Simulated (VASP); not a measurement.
Given:

```yaml
crystal:
  lattice:
    - [3.49133, 0.00000, 0.00000]
    - [0.00000, 3.49133, 0.00000]
    - [0.00000, 0.00000, 3.49133]
  atoms:
    - { symbol: Ca, position: [0.00000, 0.00000, 0.00000] }
    - { symbol: S, position: [0.50000, 0.50000, 0.50000] }
```

The numbers are results of PBE GGA, VASP's PBE PAW potentials (set 64) (plane waves; VASP), not measurements. Settings: 400 eV cut-off, Gaussian smearing of 0.050 eV, potentials Ca_sv S.

Task: Predict the band gap (along the path) with the smallest direct gap where there is one.

Result: 
```
Item                                    Value
------------------------------------  -------
band gap (along the path)             1.35 eV
smallest direct gap (along the path)  1.35 eV
```

The absolute energy has meaning only against runs of the same code, potentials and settings.

The structure was generated: CaS was put into the CsCl type type (Pm-3m), which need not be its known phase. It was relaxed first, which changed the volume by -13 %.
